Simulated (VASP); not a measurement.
Calculation: PBE GGA, VASP's PBE PAW potentials (set 64) (plane waves; VASP).

VASP input:

### KPOINTS
```
Automatic mesh
0
Gamma
6 6 6
0 0 0
```

**INCAR**
```
# general
SYSTEM =PbTe
PREC   =Accurate
ENCUT  =480
LREAL  =.False.
LASPH  =.True.

# electronic loop
EDIFF  =1E-6
NELM   =100
ALGO   =Normal
LMAXMIX=4

# smearing
ISMEAR =0
SIGMA  =0.05

# functional
GGA    =PE

# ions
IBRION =2
NSW    =60
ISIF   =3
EDIFFG =-0.01

# output
LWAVE  =.False.
LCHARG =.False.
```

**POSCAR**
```
PbTe
1
   -0.0000000000     3.2838789743     3.2838789743
    3.2838789743    -0.0000000000     3.2838789743
    3.2838789743     3.2838789743    -0.0000000000
Te Pb
1 1
Direct
  0.5000000000   0.5000000000   0.5000000000
  0.0000000000   0.0000000000   0.0000000000
```

POTCAR, in this order: Te Pb_d (PBE.64 set). Program: vasp_std.

The resulting files:

OSZICAR:
```
       N       E                     dE             d eps       ncg     rms          rms(c)
DAV:   1     0.149075951786E+03    0.14908E+03   -0.88225E+03   448   0.129E+03
DAV:   2     0.336012664677E+01   -0.14572E+03   -0.14284E+03   478   0.328E+02
DAV:   3    -0.738266906951E+01   -0.10743E+02   -0.10710E+02   586   0.980E+01
DAV:   4    -0.765479134573E+01   -0.27212E+00   -0.27204E+00   530   0.193E+01
DAV:   5    -0.766796599531E+01   -0.13175E-01   -0.13174E-01   592   0.387E+00    0.302E+00
DAV:   6    -0.752545810143E+01    0.14251E+00   -0.35047E-01   594   0.452E+00    0.186E+00
DAV:   7    -0.752196502675E+01    0.34931E-02   -0.99596E-02   560   0.175E+00    0.912E-01
DAV:   8    -0.752404125085E+01   -0.20762E-02   -0.10612E-02   478   0.120E+00    0.137E-01
DAV:   9    -0.752398334131E+01    0.57910E-04   -0.12677E-03   672   0.384E-01    0.519E-02
DAV:  10    -0.752403949768E+01   -0.56156E-04   -0.14311E-04   472   0.890E-02    0.224E-02
DAV:  11    -0.752404779177E+01   -0.82941E-05   -0.22981E-05   518   0.393E-02    0.751E-03
DAV:  12    -0.752404810452E+01   -0.31274E-06   -0.13951E-06   486   0.147E-02
   1 F= -.75240481E+01 E0= -.75240481E+01  d E =-.752405E+01
```

**OUTCAR**
```
------------------------ aborting loop because EDIFF is reached ----------------------------------------
  FORCE on cell =-STRESS in cart. coord.  units (eV):
  Direction    XX          YY          ZZ          XY          YZ          ZX
  --------------------------------------------------------------------------------------
  Total       -0.0028824     -0.0028824     -0.0028824     -0.0000000      0.0000000      0.0000000
  in kB       -0.0652049     -0.0652049     -0.0652049     -0.0000000      0.0000000      0.0000000
  external PRESSURE =      -0.0652049 kB  Pullay stress =       0.0000000 kB
  volume of cell :       70.83
      direct lattice vectors                 reciprocal lattice vectors
     0.000000000  3.283878974  3.283878974    -0.152258961  0.152258961  0.152258961
     3.283878974  0.000000000  3.283878974     0.152258961 -0.152258961  0.152258961
     3.283878974  3.283878974  0.000000000     0.152258961  0.152258961 -0.152258961
  FREE ENERGIE OF THE ION-ELECTRON SYSTEM (eV)
  ---------------------------------------------------
  free  energy   TOTEN  =        -7.5240481045 eV

  energy  without entropy=       -7.5240481045  energy(sigma->0) =       -7.52404810

 reached required accuracy - stopping structural energy minimisation
```
(Selected blocks of OUTCAR.)

The compound is PbTe in the rock salt structure. It was relaxed first, which changed the volume by +5 %. The start is the result of an earlier pass.
